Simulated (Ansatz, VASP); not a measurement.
# Tl2Te in two plane-wave programs, part 2 of 2

Aim: how closely do two programs agree when they are given the same cell, functional and k mesh? The cell is generated by rule, not measured, and may not be a known phase. The cell is taken from a series of runs on this material, whose earlier steps may have relaxed, scaled, displaced or heated it; both programs get it as it stands.

VASP 6.6.1 and Ansatz 0.2.0.

So far: The structure; VASP: relaxation of cell and atoms, PBEsol.

The structure was built from a prototype and need not be the compound's stable phase.

**3. Ansatz: relaxation of cell and atoms, PBEsol**

Level of this step: Ansatz beside VASP: Kohn-Sham DFT, plane waves, PBEsol (Ansatz).

Ansatz runs on its default PAW (the set named soft_2) files.

The same cell, functional, mesh and smearing now go to Ansatz, which takes its cutoff from its data sets.

The input, input.yaml:

```yaml
crystal:
  lattice:
    - [0.0, -3.8354657154, -3.8354657154]
    - [0.0, 3.8354657154, -3.8354657154]
    - [7.6709314308, 0.0, 0.0]
  atoms:
    - { symbol: Te, position: [0.4528429279, 0.4645507779, 0.5] }
    - { symbol: Te, position: [0.0471570721, 0.0354492221, 0.0] }
    - { symbol: Tl, position: [-0.0212736286, 0.515991951, 0.75] }
    - { symbol: Tl, position: [0.5212736286, -0.015991951, 0.25] }
    - { symbol: Tl, position: [-0.0212736286, 0.515991951, 0.25] }
    - { symbol: Tl, position: [0.5212736286, -0.015991951, 0.75] }
kpoints:
  mp_grid: { grid: [6, 6, 4] }
hamiltonian:
  xc: pbesol
scf:
  occupations: { method: gaussian, width: 0.01 }
output:
  forces: true
  stress: true
  eigenvalues: true
relax:
  adjacent_minimum: "off"
  f_tol: 0.002
  max_steps: 120
  cell: { stress_tol: 0.03 }
```

Started as:

```
$ ansatz run input.yaml --threads 4 --pin off --max-ram 7168MiB --backend cpu --events-out ev --progress --plain --runs-dir out
```

Numbers of over 12 decimals in the logs are rounded to 6 here.

The log of the run:

```text
Engine: ansatz 0.2.0, aarch64-unknown-linux-gnu
Pseudopotentials: kind: paw
Pseudopotential: Te, paw, valence charge 16, recommended cutoff 420 eV (normal), Te.paw.azcp
Pseudopotential: Tl, paw, valence charge 13, recommended cutoff 420 eV (normal), Tl.paw.azcp
Functional definition: PBEsol
  exchange = pbesol_x
  correlation = pbesol_c
Crystal: 6 atoms, lattice volume = 225.691 Å³
Basis set: ecut = 420 eV, 4429 PW (Γ), exchange–correlation on 80×80×108 points (8 copies of the dense FFT grid, shifted against one another)
Bands: 51, of which v1, the nominal top of the filled ones, is band 42 counted from 1 (41 counted from 0)
Symmetry: 4 space group operations
Space group: P21/m (ITA 11), of the structure as read, at distance tolerance 6.1e-5 Å
k-points: 60 of 144
Non-local potential: Te, projectors of the file, l = 0: 2, l = 1: 2, l = 2: 2, l = 3: 2
Non-local potential: Tl, projectors of the file, l = 0: 2, l = 1: 2, l = 2: 2, l = 3: 1
PAW form: soft (Blöchl's): semilocal exchange-correlation on the pseudo side does not see the compensation charge
PAW frozen core: Te, regenerated for the run's functional, and the local potential with it (the file was generated under x = pbe(κ = 0.804, μ = 0.219515), c = pbe(β = 0.066725))
PAW frozen core: Tl, regenerated for the run's functional, and the local potential with it (the file was generated under x = pbe(κ = 0.804, μ = 0.219515), c = pbe(β = 0.066725))
PAW one-centre angular grid: Te, 590 points (default); XC on 64 Gauss nodes
PAW one-centre angular grid: Tl, 590 points (default); XC on 64 Gauss nodes
Initial density: superposition of atomic densities (neutral atoms: chi_scale 0, normalization atom), corrected by the library's trained network
Initial wavefunctions: pseudopotential atomic-orbital guess
Functional: x = pbesol(κ = 0.804, μ = 0.123457), c = pbesol(β = 0.046)
SCF iter   1: F=—  HF=-58986.689683 eV  |F-HF|=—  |Δ(HF+E_count)|=         —  Δρ=2.11e-3  dr2=1.11e-2  ethr=1.77e-3  ⟨swp⟩=7.4  Hψ=12755  notcnv=0
preconditioner: auto → LDOS  [insulator: Δε(μ)=0.122 eV  Ē_g=11.456 eV  σ=0.010 eV  W_gap=0.55  n_scr=36 (ndim 8)  ℏωp=19.8 eV  f_vac=0.104  D(μ)=2.02/eV (n_scr^D=6)  ε∞_Penn≈4.0  β→1.0]
SCF iter   2: F=—  HF=-58986.684621 eV  |F-HF|=—  |Δ(HF+E_count)|=   5.06e-3  Δρ=1.60e-3  dr2=6.12e-3  ethr=1.32e-5  ⟨swp⟩=3.0  Hψ=6757  notcnv=0  defer=192
SCF iter   3: F=—  HF=-58986.681888 eV  |F-HF|=—  |Δ(HF+E_count)|=   2.73e-3  Δρ=1.46e-4  dr2=4.23e-5  ethr=7.28e-6  ⟨swp⟩=2.2  Hψ=5156  notcnv=0  defer=192
SCF iter   4: F=—  HF=-58986.681909 eV  |F-HF|=—  |Δ(HF+E_count)|=   2.05e-5  Δρ=4.46e-5  dr2=7.80e-6  ethr=5.03e-8  ⟨swp⟩=2.0  Hψ=5309  notcnv=0  defer=192
SCF iter   5: F=—  HF=-58986.681908 eV  |F-HF|=—  |Δ(HF+E_count)|=   1.34e-7  Δρ=1.24e-5  dr2=5.80e-7  ethr=9.29e-9  ⟨swp⟩=2.1  Hψ=5390  notcnv=0  defer=192
SCF iter   6: F=-58986.681909 eV  HF=-58986.681909 eV  |F-HF|=5.39e-8  |Δ(HF+E_count)|=   1.08e-7  Δρ=4.09e-6  dr2=4.07e-8  ethr=1.19e-10  ⟨swp⟩=10.7  Hψ=14967  notcnv=0
SCF 1 converged in 6 iterations: F = -58986.681909 eV  dr2 = 4.07e-8
  greatest PAW one-centre occupation: 0.998 electrons in one spin orbital (limit 2), on the Te atom at site 1 (counted from 0), in its partial waves of l = 2
relax step   1: F+E_penalty+E_count = -58986.68190858 eV  Δ(F+E_penalty+E_count) = +0.000e0 eV  max|allowed force component| = 2.591e-2 eV/Å  Δτ_max = 0.0000 Å  P = +0.042 GPa  Ω = 225.691 Å³  (6 SCF iters, dr2 threshold 1.00e-7 eV, accepted)
[...]
relax step  23: F+E_penalty+E_count = -58986.75657537 eV  Δ(F+E_penalty+E_count) = -3.606e-5 eV  max|allowed force component| = 4.460e-4 eV/Å  Δτ_max = 0.0043 Å  P = -0.001 GPa  Ω = 218.317 Å³  energy of the carried Pulay correction = +5.672e-6 eV  (8 SCF iters, accepted)
[...]
relax step  24: F+E_penalty+E_count = -58986.75657628 eV  Δ(F+E_penalty+E_count) = -9.061e-7 eV  max|allowed force component| = 8.403e-4 eV/Å  Δτ_max = 0.0025 Å  P = -0.001 GPa  Ω = 218.357 Å³  energy of the carried Pulay correction = -1.022e-6 eV  (7 SCF iters, accepted)
[...]
relax step  25: F+E_penalty+E_count = -58986.75658619 eV  Δ(F+E_penalty+E_count) = -9.917e-6 eV  max|allowed force component| = 8.107e-4 eV/Å  Δτ_max = 0.0000 Å  P = -0.002 GPa  Ω = 218.357 Å³  stress off target by 3.75e-3 GPa  SCF on the basis re-selected at this cell (its energy is not comparable with the rows above)  (6 SCF iters)
basis re-selected at this cell: Δ(F+E_penalty+E_count) = -9.917e-6 eV, ΔP = -0.001 GPa vs the last step (what re-selecting the basis moved, of the pressure what is left beyond the Pulay correction that the steps carried, after the strain that the cell walked since its last selection, with what the two solves' SCF thresholds leave and, on support functions, any second-order correction that the steps lacked; it is no m [...]
SCF converged after 6 iterations
Free energy (F): -58986.756586 eV
Harris-Foulkes:  -58986.756586 eV  (|F-HF|=1.46e-11)
Internal energy: -58986.756508 eV  (E = F + TS)
E sigma→0 (E₀):  -58986.756547 eV
Entropy (-TS):   -0.000078 eV (-0.013 meV/atom)
Fermi energy:    7.301281 eV
--- Per-component energies (eV) ---
  E_band       = -672.817651
  E_kinetic    = 1692.619787
  E_local      = -7163.799284  (includes V_loc(G=0)·N_el)
  E_nonlocal   = 662.518332
  E_hartree    = 3381.132832
  E_xc         = -1162.243090
  E_vxc        = -776.953356  (∫ρ·V_xc dr)
  E_paw        = -49235.756808  (= ΣΔE_a)
  E_vpaw       = -1849.468605  (= ΣTr[D̂ρ^β])
  E_aug_tail   = -0.000263  (compensation charges beyond the density's cutoff)
  E_ewald      = -7162.130705
  E_core_change = 0.902691  (= ΣΔE_core)
  E_smearing   = -0.000078  (= −TS)
  E_closure    = -0.000000  (closes the sum)
  Σ components = -58986.756586   (vs F -58986.756586, Δ=0.00e0)
--- Forces (eV/Å), atoms counted from 1 ---
  atom   1  Te    -0.00000000    -0.00081065    -0.00023858
  atom   2  Te     0.00000000     0.00081065     0.00023858
  atom   3  Tl     0.00048779     0.00001698     0.00021810
  atom   4  Tl     0.00048779    -0.00001698    -0.00021810
  atom   5  Tl    -0.00048779     0.00001698     0.00021810
  atom   6  Tl    -0.00048779    -0.00001698    -0.00021810
  max |Σ_I F_I| component: 1.08e-19 eV/Å
--- Stress (GPa, compression-positive) ---
       -0.002490      -0.000000      -0.000000
       -0.000000      -0.002579       0.001772
       -0.000000       0.001772      -0.001069
  P = ⅓ Tr σ = -0.0020 GPa (-0.020 kbar)
--- Band table (eV; the first three rows and the last of 60) ---
  k-point 0: bands = [... 38 lower, 5.6078, 6.3065, 6.3320, 6.3983, 7.6642, 8.3745, 9.6124, 10.5939, ... 5 higher]
  k-point 1: bands = [... 38 lower, 5.5206, 5.8374, 6.2249, 6.8158, 7.8182, 9.2399, 9.7536, 10.3755, ... 5 higher]
  k-point 2: bands = [... 38 lower, 5.8499, 5.8499, 6.2689, 6.2689, 9.0675, 9.0675, 10.1891, 10.1891, ... 5 higher]
  k-point 59: bands = [... 38 lower, 6.0218, 6.0218, 6.2110, 6.2110, 7.9892, 7.9892, 9.6872, 9.6872, ... 5 higher]
--- Relaxed structure (23 steps of the walk, 21 accepted, 2 SCFs on fresh bases) ---
  F+E_penalty+E_count = -58986.75658619 eV   max|allowed force component| = 8.107e-4 eV/Å   (the final SCF, on the basis selected at the relaxed cell)
  cell:  # Å, volume = 218.3567 Å³
    - [0.0, -4.492430, -4.492209]
    - [0.0, 3.176664, -3.176444]
    - [7.650851, 0.0, 0.0]
  atoms:
    - { symbol: Te, position: [0.377642, 0.500030, 0.500000] }
    - { symbol: Te, position: [0.122358, -2.9978002772254597e-5, -1.1542689205138074e-19] }
    - { symbol: Tl, position: [-0.038945, 0.499994, 0.734128] }
    - { symbol: Tl, position: [0.538945, 6.130218211108929e-6, 0.234128] }
    - { symbol: Tl, position: [-0.038945, 0.499994, 0.265872] }
    - { symbol: Tl, position: [0.538945, 6.130218211108929e-6, 0.765872] }
```

**4. Comparison**

Known differences besides the potentials themselves: the data sets hold 84 valence electrons in Ansatz (on its default PAW (the set named soft_2) files) and 64 in VASP; the cutoff is 420 eV in Ansatz and 500 eV in VASP; Ansatz makes its cores anew for this functional, VASP keeps those of its PBE data sets; Ansatz adds a Pulay correction to the stress that steers its cell, VASP none. Total energies have different zeros and are not compared.

Compared:

| quantity | Ansatz | VASP | difference |
| --- | --- | --- | --- |
| volume (Å³) | 218.36 | 226.01 | -3.38 % |
| edge a after relaxation, in the typed setting (Å) | 6.353 | 5.425 | +17.11 % |
| edge b after relaxation, in the typed setting (Å) | 4.492 | 5.378 | -16.48 % |
| edge c after relaxation, in the typed setting (Å) | 7.651 | 7.757 | -1.37 % |

Found at a tolerance of 0.01 Å, the end structures differ in symmetry: Pmmn in Ansatz, P2_1/m in VASP.

**5. What came out**

* difference in edge a after relaxation, in the typed setting (relaxation of cell and atoms, PBEsol): 17 %

In words: The difference in edge a after relaxation, in the typed setting is 17 % (relaxation of cell and atoms, PBEsol), beyond the 1.2 % picked in this series as the mark of a large difference, as far as the stopping tolerances let one tell. The data sets hold unlike numbers of valence electrons (84 in Ansatz and 64 in VASP), so part of the differences comes from the potentials. What causes the difference of the relaxation of cell and atoms, PBEsol pair stays open here. How closely two codes agree says nothing of how well the functional describes the real material.

[Lines on the potential files, build, host, timing and source positions are cut from VASP's logs without a mark.]

[Logs are printed without paths, hosts, clocks, repeated set-up lines and the standing remarks that a program may print on its own settings, such as how far it seeks lower states.]

[Hosts, paths, dates, database ids (printed as entryN), source tags and the programs' standing remarks are cut or masked in the printed files.]
